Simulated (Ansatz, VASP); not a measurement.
**CCl (Cl-CC-Cl chair monolayer): VASP beside Ansatz**

Aim: how closely do two programs agree when they are given the same cell, functional and k mesh? Of the first pair: The structure shown is the start of the Ansatz relaxation below; VASP solves that cell, so the two are compared at the walk's first step.

Method: plane waves, with VASP 6.6.1 beside it; single point at PBEsol with D3(BJ), in Ansatz 0.2.0.

## 1. The structure

The cell holds 4 atoms: 2 Cl and 2 C. Cell: a = 2.508 Å, b = 2.508 Å, c = 39.167 Å, α = 90.0°, β = 90.0°, γ = 120.0°. Vacuum lies along c.

## 2. Ansatz: relaxation, PBEsol with D3(BJ)

Ansatz runs on its default PAW (the set named soft_2) files.

The two programs are compared at the cell with which this relaxation starts, whose forces are those of its first step.

The input, input.yaml:

```yaml
crystal:
  lattice:
    - [2.508, 0.0, 0.0]
    - [-1.254, 2.1719917127, 0.0]
    - [0.0, 0.0, 39.1666666664]
  atoms:
    - { symbol: Cl, position: [0.6666666667, 0.3333333333, 0.4480851064] }
    - { symbol: C, position: [0.6666666667, 0.3333333333, 0.4935319149] }
    - { symbol: C, position: [0.3333333333, 0.6666666667, 0.5064680851] }
    - { symbol: Cl, position: [0.3333333333, 0.6666666667, 0.5519148936] }
  periodic: [true, true, false]
kpoints:
  mp_grid: { grid: [18, 18, 1] }
hamiltonian:
  xc: pbesol
  dispersion: d3bj
scf:
  occupations: { method: fermi_dirac, width: 0.05 }
  convergence: { dr2_threshold: 1.0e-09 }
relax:
  f_tol: 0.004
  max_steps: 90
  cell: {}
output:
  write_potential: true
  write_density: true
  volumetric_format: npy
```

Launch:

```bash
$ ansatz run input.yaml --threads 4 --pin off --max-ram 6144MiB --backend cpu --events-out ev --progress --plain --runs-dir out
```

Numbers of over 12 decimals in the logs are rounded to 6 here.

Output:

```text
Warning: relax.cell: scf.convergence.dr2_threshold = 1e-9 eV is looser than the 2.02151793575e-10 eV advised for a relaxation that steers and ends on the stress (1e-10 eV for each atom of the cell: 4, times the square of relax.cell.stress_2d_tol = 0.05 N/m over 14.1 Å (the atoms' height at the walk's start and 5 Å past either face), 3.555e-2 GPa, over a crystal's default 0.05). What an SCF threshold leaves in a stress goes as its square root, and in the free energy as the threshold itself, and one threshold admits the most on a small cell: [figures from the program's tests cut] Set scf.convergence.dr2_threshold to 2.02151793575e-10 eV or tighter. [rest of the remark cut]
Engine: ansatz 0.2.0, aarch64-unknown-linux-gnu
Pseudopotentials: kind: paw
Pseudopotential: Cl, paw, valence charge 7, recommended cutoff 420 eV (normal), Cl.paw.azcp
Pseudopotential: C, paw, valence charge 4, recommended cutoff 420 eV (normal), C.paw.azcp
Functional definition: PBEsol
  exchange = pbesol_x
  correlation = pbesol_c
Crystal: 4 atoms, lattice volume = 213.355 Å³
Basis set: ecut = 420 eV, 4145 PW (Γ), exchange–correlation on 36×36×540 points (8 copies of the dense FFT grid, shifted against one another)
Bands: 15, of which v1, the nominal top of the filled ones, is band 11 counted from 1 (10 counted from 0)
Symmetry: 12 space group operations
Space group: P-3m1 (ITA 164), of the structure as read, at distance tolerance 6.0e-5 Å
k-points: 37 of 324
Non-local potential: Cl, projectors of the file, l = 0: 2, l = 1: 2, l = 2: 2
Non-local potential: C, projectors of the file, l = 0: 2, l = 1: 2, l = 2: 1
PAW form: soft (Blöchl's): semilocal exchange-correlation on the pseudo side does not see the compensation charge
PAW frozen core: Cl, regenerated for the run's functional, and the local potential with it (the file was generated under x = pbe(κ = 0.804, μ = 0.219515), c = pbe(β = 0.066725))
PAW frozen core: C, regenerated for the run's functional, and the local potential with it (the file was generated under x = pbe(κ = 0.804, μ = 0.219515), c = pbe(β = 0.066725))
PAW one-centre angular grid: Cl, 110 points (default); XC on 64 Gauss nodes
PAW one-centre angular grid: C, 110 points (default); XC on 64 Gauss nodes
Initial density: superposition of atomic densities (neutral atoms: chi_scale 0, normalization atom), corrected by the library's trained network
Initial wavefunctions: pseudopotential atomic-orbital guess
Functional: x = pbesol(κ = 0.804, μ = 0.123457), c = pbesol(β = 0.046)
SCF iter   1: F=—  HF=-2610.768069 eV  |F-HF|=—  |Δ(HF+E_count)|=         —  Δρ=7.06e-3  dr2=4.12e-1  ethr=1.77e-3  ⟨swp⟩=14.1  Hψ=6014  notcnv=0
preconditioner: auto → LDOS  [insulator: Δε(μ)=0.163 eV  Ē_g=13.238 eV  σ=0.050 eV  W_gap=0.59  n_scr=22 (ndim 8)  ℏωp=11.9 eV  f_vac=0.785  D(μ)=0.52/eV (n_scr^D=8)  ε∞_Penn≈1.8  β→1.0]
SCF iter   2: F=—  HF=-2610.790024 eV  |F-HF|=—  |Δ(HF+E_count)|=   2.20e-2  Δρ=7.57e-3  dr2=5.25e-1  ethr=1.77e-3  ⟨swp⟩=6.4  Hψ=1842  notcnv=0  defer=1
SCF iter   3: F=—  HF=-2610.700551 eV  |F-HF|=—  |Δ(HF+E_count)|=   8.95e-2  Δρ=7.66e-4  dr2=1.09e-3  ethr=1.77e-3  ⟨swp⟩=4.1  Hψ=1330  notcnv=0  defer=2
SCF iter   4: F=—  HF=-2610.700603 eV  |F-HF|=—  |Δ(HF+E_count)|=   5.26e-5  Δρ=2.20e-4  dr2=6.93e-5  ethr=4.94e-6  ⟨swp⟩=4.5  Hψ=1888  notcnv=0
SCF iter   5: F=—  HF=-2610.700696 eV  |F-HF|=—  |Δ(HF+E_count)|=   9.23e-5  Δρ=5.33e-5  dr2=1.19e-5  ethr=3.15e-7  ⟨swp⟩=3.8  Hψ=1502  notcnv=0
SCF iter   6: F=—  HF=-2610.700694 eV  |F-HF|=—  |Δ(HF+E_count)|=   1.69e-6  Δρ=7.45e-6  dr2=2.17e-7  ethr=5.39e-8  ⟨swp⟩=2.9  Hψ=1029  notcnv=0
SCF iter   7: F=—  HF=-2610.700658 eV  |F-HF|=—  |Δ(HF+E_count)|=   3.59e-5  Δρ=2.98e-6  dr2=2.29e-8  ethr=9.87e-10  ⟨swp⟩=3.6  Hψ=1429  notcnv=0
SCF iter   8: F=-2610.700658 eV  HF=-2610.700658 eV  |F-HF|=2.91e-10  |Δ(HF+E_count)|=   3.64e-9  Δρ=4.56e-7  dr2=6.23e-10  ethr=4.55e-12  ⟨swp⟩=11.1  Hψ=5711  notcnv=0
SCF 1 converged in 8 iterations: F = -2610.700658 eV  dr2 = 6.23e-10
  greatest PAW one-centre occupation: 0.922 electrons in one spin orbital (limit 2), on the Cl atom at site 3 (counted from 0), in its partial waves of l = 0
relax step   1: F+E_penalty+E_count = -2610.70065814 eV  Δ(F+E_penalty+E_count) = +0.000e0 eV  max|allowed force component| = 2.045e0 eV/Å  Δτ_max = 0.0000 Å  P = +48.104 N/m  Ω = 213.355 Å³  fix = [c, alpha, beta]  reactions: c +0.000 N/m  (8 SCF iters, accepted)
[...]
relax step  10: F+E_penalty+E_count = -2612.84970886 eV  Δ(F+E_penalty+E_count) = -3.158e-3 eV  max|allowed force component| = 1.837e-3 eV/Å  Δτ_max = 0.0012 Å  P = +0.152 N/m  Ω = 277.083 Å³  energy of the carried Pulay correction = -7.937e-4 eV  fix = [c, alpha, beta]  reactions: c +0.000 N/m  (6 SCF iters, accepted)
[...]
relax step  11: F+E_penalty+E_count = -2612.84965804 eV  Δ(F+E_penalty+E_count) = +5.081e-5 eV  max|allowed force component| = 1.732e-4 eV/Å  Δτ_max = 0.0001 Å  P = +0.005 N/m  Ω = 277.405 Å³  energy of the carried Pulay correction = -8.849e-4 eV  fix = [c, alpha, beta]  reactions: c +0.000 N/m  (6 SCF iters, accepted)
[...]
relax step  12: F+E_penalty+E_count = -2612.85052357 eV  Δ(F+E_penalty+E_count) = -8.655e-4 eV  max|allowed force component| = 1.653e-4 eV/Å  Δτ_max = 0.0000 Å  P = +0.008 N/m  Ω = 277.405 Å³  fix = [c, alpha, beta]  reactions: c +0.000 N/m  stress off target by 7.50e-3 N/m on what of the cell is left free  SCF on the basis re-selected at this cell (its energy is not comparable with the rows above)  (4 SCF iters)
basis re-selected at this cell: Δ(F+E_penalty+E_count) = -8.655e-4 eV, ΔP = +0.003 N/m vs the last step (what re-selecting the basis moved, of the pressure what is left beyond the Pulay correction that the steps carried, after the strain that the cell walked since its last selection, with what the two solves' SCF thresholds leave and, on support functions, any second-order correction that the steps lacked; it is no m [...]
WARN: The output density's exchange-correlation potential varies sharply where the density is thin. Do not read a vacuum level from v_tot or v_xc, or from such a field of the output density. On a cell that repeats whose density bears no net charge and no dipole along the vacuum's axis use v_es (v_loc + v_h of the components); under efield.dipole_correction with no amplitude use v_es + v_field, which holds any externa [...]
SCF converged after 4 iterations
Free energy (F): -2612.850524 eV
Harris-Foulkes:  -2612.850523 eV  (|F-HF|=2.01e-7)
Internal energy: -2612.850524 eV  (E = F + TS)
E sigma→0 (E₀):  -2612.850524 eV
Entropy (-TS):   -0.000000 eV (-0.000 meV/atom)
Fermi energy:    -2.972500 eV
--- Per-component energies (eV) ---
  E_band       = -272.118920
  E_kinetic    = 497.331406
  E_local      = -49191.537423  (includes V_loc(G=0)·N_el)
  E_nonlocal   = 110.429896
  E_hartree    = 24338.925359
  E_xc         = -306.235655
  E_vxc        = -360.053755  (∫ρ·V_xc dr)
  E_paw        = -1472.725127  (= ΣΔE_a)
  E_vpaw       = -6.141964  (= ΣTr[D̂ρ^β])
  E_aug_tail   = 0.000199  (compensation charges beyond the density's cutoff)
  E_ewald      = 23411.193166
  E_disp       = -0.431409  (pairwise vdW)
  E_core_change = 0.199065  (= ΣΔE_core)
  E_smearing   = -0.000000  (= −TS)
  E_closure    = 0.000000  (closes the sum)
  Σ components = -2612.850524   (vs F -2612.850524, Δ=0.00e0)
--- Forces (eV/Å), atoms counted from 1 ---
  atom   1  Cl     0.00000000    -0.00000000     0.00016529
  atom   2  C      0.00000000     0.00000000     0.00007678
  atom   3  C      0.00000000    -0.00000000    -0.00007678
  atom   4  Cl     0.00000000     0.00000000    -0.00016529
  max |Σ_I F_I| component: 1.85e-32 eV/Å
--- 2D stress c σ (N/m, compression-positive) ---
        0.007502       0.000000      -0.000000
        0.000000       0.007502       0.000000
       -0.000000       0.000000       0.000000
  P = ½ c Tr σ = 0.0075 N/m
--- Band table (eV; the first three rows and the last of 37) ---
  k-point 0: bands = [... 7 lower, -4.9207, -4.9207, -3.6485, -3.6485, -2.3321, -1.7268, -0.8669, 0.0373]
  k-point 1: bands = [... 7 lower, -5.1478, -4.9529, -3.8927, -3.6987, -2.2478, -1.5279, -0.8104, 0.0347]
  k-point 2: bands = [... 7 lower, -5.7388, -5.0537, -4.5429, -3.8397, -2.0572, -1.1698, -0.6806, 0.2095]
  k-point 36: bands = [... 7 lower, -9.5056, -8.3273, -8.3273, -8.0964, 0.3215, 0.3215, 1.2619, 2.9353]
  the weakly bound empty levels are not read free of the cell's end (no_gap_told)
--- Relaxed structure (10 steps of the walk, 10 accepted, 2 SCFs on fresh bases) ---
  F+E_penalty+E_count = -2612.85052357 eV   max|allowed force component| = 1.653e-4 eV/Å   (the final SCF, on the basis selected at the relaxed cell)
  cell:  # Å, volume = 277.4047 Å³
    - [2.859784, 0, 0]
    - [-1.429892, 2.476646, 0]
    - [0, 0, 39.1666666664]
  atoms:
    - { symbol: Cl, position: [0.666667, 0.333333, 0.449117] }
    - { symbol: C, position: [0.666667, 0.333333, 0.493640] }
    - { symbol: C, position: [0.333333, 0.666667, 0.506360] }
    - { symbol: Cl, position: [0.333333, 0.666667, 0.550883] }
```

## 3. VASP: single point, PBEsol with D3(BJ), start cell, pair 1

The same cell, functional, mesh and smearing now go to VASP, with its own data sets.

Lines of VASP's logs that name or quote its potential files are left out, and so is its time.

The input, INCAR:

```
SYSTEM = CCl
PREC = Accurate
ENCUT = 520
EDIFF = 1E-06
NELM = 120
ISMEAR = -1
SIGMA = 0.05
LREAL = .FALSE.
ALGO = Normal
GGA = PS
IVDW = 12
NBANDS = 17
LORBIT = 11
LWAVE = .FALSE.
LCHARG = .FALSE.
ISIF = 2
LDIPOL = .TRUE.
IDIPOL = 3
DIPOL = 0.5 0.5 0.5
LVHAR = .TRUE.
LASPH = .TRUE.
GGA_COMPAT = .FALSE.
EFERMI = MIDGAP
NELMDL = -8
```

The input, POSCAR:

```
CCl
1.0
    2.5080000000      0.0000000000      0.0000000000
   -1.2540000000      2.1719920000      0.0000000000
    0.0000000000      0.0000000000     39.1666670000
Cl C
2 2
Direct
    0.6666664366      0.3333331032      0.4480851026
    0.3333331032      0.6666664366      0.5519148974
    0.6666664366      0.3333331032      0.4935319107
    0.3333331032      0.6666664366      0.5064680893
```

The input, KPOINTS:

```
Automatic mesh
0
Gamma
18 18 1
0 0 0
```

PAW data sets: Cl and C (PBE family, release 64).

Launch:

```bash
$ mpirun -np 1 vasp_std
```

Output:

```text
[banner, memory and clock lines left out]
running    1 mpi-ranks, on    1 nodes
 distrk:  each k-point on    1 cores,    1 groups
 distr:  one band on    1 cores,    1 groups

 POSCAR found type information on POSCAR ClC
 POSCAR found :  2 types and       4 ions
|                                                                             |
|               ----> ADVICE to this user running VASP <----                  |
|                                                                             |
|     You enforced a specific xc type in the INCAR file but a different       |
|     [... a line on the potential file left out ...]
|     I HOPE YOU KNOW WHAT YOU ARE DOING!                                     |
|                                                                             |

 LDA part: xc-table for (Slater+PW92), standard interpolation
 POSCAR, INCAR and KPOINTS ok, starting setup
 FFT: planning ... GRIDC
 FFT: planning ... GRID_SOFT
 FFT: planning ... GRID
 WAVECAR not read
 entering main loop
       N       E                     dE             d eps       ncg     rms          rms(c)
DAV:   1     0.226578125229E+03    0.22658E+03   -0.83893E+03  1274   0.976E+02
DAV:   2     0.866409810552E+01   -0.21791E+03   -0.19422E+03  2047   0.198E+02
DAV:   3    -0.187561817630E+02   -0.27420E+02   -0.27153E+02  1721   0.951E+01
DAV:   4    -0.193303267601E+02   -0.57414E+00   -0.56499E+00  1733   0.156E+01
DAV:   5    -0.193491572618E+02   -0.18831E-01   -0.18719E-01  1980   0.240E+00
DAV:   6    -0.193495649531E+02   -0.40769E-03   -0.40753E-03  1875   0.321E-01
DAV:   7    -0.193495749509E+02   -0.99978E-05   -0.99812E-05  2048   0.416E-02
DAV:   8    -0.193495753263E+02   -0.37531E-06   -0.37538E-06  1754   0.687E-03    0.273E+01
DAV:   9    -0.186188653989E+02    0.73071E+00   -0.98590E-01  1727   0.829E+00    0.148E+01
DAV:  10    -0.184703238645E+02    0.14854E+00   -0.94804E-01  1869   0.655E+00    0.310E+00
DAV:  11    -0.184715831207E+02   -0.12593E-02   -0.32864E-02  1802   0.119E+00    0.635E-01
DAV:  12    -0.184653802458E+02    0.62029E-02   -0.15203E-02  1664   0.849E-01    0.250E-01
DAV:  13    -0.184655316853E+02   -0.15144E-03   -0.14356E-03  1813   0.268E-01    0.524E-02
DAV:  14    -0.184655646419E+02   -0.32957E-04   -0.71005E-05  1790   0.713E-02    0.405E-02
DAV:  15    -0.184656142588E+02   -0.49617E-04   -0.39255E-05  1690   0.384E-02    0.143E-02
DAV:  16    -0.184656528322E+02   -0.38573E-04   -0.25454E-05  1694   0.203E-02    0.101E-02
DAV:  17    -0.184656630979E+02   -0.10266E-04   -0.43501E-06  1764   0.119E-02    0.903E-03
DAV:  18    -0.184656912854E+02   -0.28187E-04   -0.53805E-06  1503   0.102E-02    0.669E-03
DAV:  19    -0.184656969986E+02   -0.57132E-05   -0.83341E-07  1450   0.391E-03    0.280E-03
DAV:  20    -0.184657048943E+02   -0.78957E-05   -0.43791E-07  1231   0.229E-03    0.159E-03
DAV:  21    -0.184657101215E+02   -0.52272E-05   -0.24812E-07  1323   0.125E-03    0.103E-03
DAV:  22    -0.184657156799E+02   -0.55584E-05   -0.28002E-07  1322   0.930E-04    0.160E-03
DAV:  23    -0.184657162934E+02   -0.61343E-06   -0.19551E-08  1335   0.458E-04
   1 F= -.19027367E+02 E0= -.19024454E+02  d E =-.582590E-02
```

Parts of OUTCAR (step 3):

```text
ion  position               nearest neighbor table
   1  0.667  0.333  0.448-   3 1.78
   2  0.333  0.667  0.552-   4 1.78
   3  0.667  0.333  0.494-   4 1.53   4 1.53   4 1.53   1 1.78
   4  0.333  0.667  0.506-   3 1.53   3 1.53   3 1.53   2 1.78

  LATTYP: Found a hexagonal cell.
 ALAT       =     2.5080000000
 C/A-ratio  =    15.6166933812

 Subroutine GETGRP returns: Found 12 space group operations
 (whereof 12 operations were pure point group operations)

The static configuration has the point symmetry D_3d.

 Found     37 irreducible k-points:

   k-points           NKPTS =     37   k-points in BZ     NKDIM =     37   number of bands    NBANDS=     17

   dimension x,y,z NGX =    20 NGY =   20 NGZ =  294
   dimension x,y,z NGXF=    40 NGYF=   40 NGZF=  588

   ENCUT  =  520.0 eV  38.22 Ry    6.18 a.u.   4.66  4.66 72.82*2*pi/ulx,y,z

   NELECT =      22.0000    total number of electrons

 k-points in reciprocal lattice and weights: Automatic mesh
   0.00000000  0.00000000  0.00000000       0.003
   0.05555556 -0.00000000  0.00000000       0.019
   0.11111111 -0.00000000  0.00000000       0.019
   0.16666667 -0.00000000  0.00000000       0.019
   0.22222222 -0.00000000  0.00000000       0.019
   0.27777778 -0.00000000  0.00000000       0.019
   0.33333333 -0.00000000  0.00000000       0.019
   0.38888889 -0.00000000  0.00000000       0.019
   0.44444444 -0.00000000  0.00000000       0.019
[...]
0.33333333  0.27777778  0.00000000       0.037
   0.33333333  0.33333333  0.00000000       0.006

 dipolmoment           0.000000      0.000000      0.000000 electrons x Angstroem

 average (electrostatic) potential at core
       1 -98.6329       2 -98.6329       3 -59.0233       4 -59.0233

 E-fermi :  -0.7267

 k-point     1 :       0.0000    0.0000    0.0000
  band No.  band energies     occupation
    ...
      4     -13.2180      2.00000
      5      -8.9399      2.00000
      6      -5.2892      2.00000
      7      -5.2892      2.00000
      8      -2.1444      2.00000
      9      -0.3952      0.00264
     10      -0.3952      0.00264
     11       0.4252      0.00000
     12       0.4252      0.00000
     13       1.1339      0.00000
    ...

 k-point     2 :       0.0556   -0.0000    0.0000
  band No.  band energies     occupation
    ...
      5      -8.9001      2.00000
      6      -5.6745      2.00000
      7      -5.4466      2.00000
      8      -2.0705      2.00000
      9      -0.8941      1.93208
     10      -0.4813      0.01467
     11       0.0211      0.00000
     12       0.3147      0.00000
     13       1.2716      0.00000
     14       2.2670      0.00000
    ...

 k-point     3 :       0.1111   -0.0000    0.0000
  band No.  band energies     occupation
    ...
      7      -5.8602      2.00000
      8      -2.0666      2.00000
      9      -1.9168      2.00000
     10      -0.9567      1.98009
     11      -0.7369      1.10213
     12       0.0138      0.00000
     13       1.5203      0.00000
     14       2.5532      0.00000
     15       2.8673      0.00000
     16       3.0541      0.00000
    ...

 Edisp (eV)   -0.56165

  Total      16.50186    16.50186     2.20213     0.00000     0.00000     0.00000
  in kB     123.91991   123.91994    16.53682     0.00000     0.00000     0.00000
  external pressure =       88.13 kB  Pullay stress =        0.00 kB

  energy-cutoff  :      520.00
  volume of cell :      213.35
      direct lattice vectors                 reciprocal lattice vectors
     2.508000000  0.000000000  0.000000000     0.398724083  0.230203426  0.000000000
    -1.254000000  2.171992000  0.000000000     0.000000000  0.460406852  0.000000000
     0.000000000  0.000000000 39.166667000     0.000000000  0.000000000  0.025531915

 POSITION                                       TOTAL-FORCE (eV/Angst)
 -----------------------------------------------------------------------------------
      1.25400      0.72400     17.55000        -0.000000      0.000000     -0.788559
     -0.00000      1.44799     21.61667        -0.000000     -0.000000      0.788559
      1.25400      0.72400     19.33000        -0.000000      0.000000      1.910238
     -0.00000      1.44799     19.83667         0.000000      0.000000     -1.910238
 -----------------------------------------------------------------------------------
    total drift:                                0.000632      0.001094     -0.000000

  FREE ENERGIE OF THE ION-ELECTRON SYSTEM (eV)
  ---------------------------------------------------
  free  energy   TOTEN  =       -19.0273669028 eV

  energy  without entropy=      -19.0215410005  energy(sigma->0) =      -19.02445395

 vacuum level on the upper side and lower side of the slab         2.559         2.559

 total charge
# of ion       s       p       d       tot
------------------------------------------
    1        1.633   3.509   0.000   5.142
    2        1.633   3.509   0.000   5.142
    3        0.826   1.681   0.000   2.508
    4        0.826   1.681   0.000   2.508
--------------------------------------------------
tot          4.918  10.382   0.000  15.300

[... 3 further parts left out ...]
```

## 4. Comparison

Known differences besides the potentials themselves: Ansatz cuts the interaction across the vacuum, VASP repeats the sheet with a dipole correction; the cutoff is 420 eV in Ansatz and 520 eV in VASP; Ansatz makes its cores anew for this functional, VASP keeps those of its PBE data sets. Total energies have different zeros and are not compared.

Forces (eV/Å; atoms numbered as in POSCAR):

```
atom        Ansatz x, y, z          VASP x, y, z
 Cl1  0.000, 0.000, -0.893  0.000, 0.000, -0.789
 Cl2   0.000, 0.000, 0.893   0.000, 0.000, 0.789
  C3   0.000, 0.000, 2.045   0.000, 0.000, 1.910
  C4  0.000, 0.000, -2.045  0.000, 0.000, -1.910
```

The forces differ by 70 meV/Å r.m.s., which is 8.3 % of the r.m.s. force of 0.844 eV/Å (both taken over all components). With vacuum in the cell, a pressure given here is an average over mostly empty space and none of the material.

(Part 1 of 2 ends here.)

[Lines on the potential files, build, host, timing and source positions are cut from VASP's logs without a mark.]

[Logs are printed without paths, hosts, clocks, repeated set-up lines and the standing remarks that a program may print on its own settings, such as how far it seeks lower states.]

[Hosts, paths, dates, database ids (printed as entryN), source tags and the programs' standing remarks are cut or masked in the printed files.]
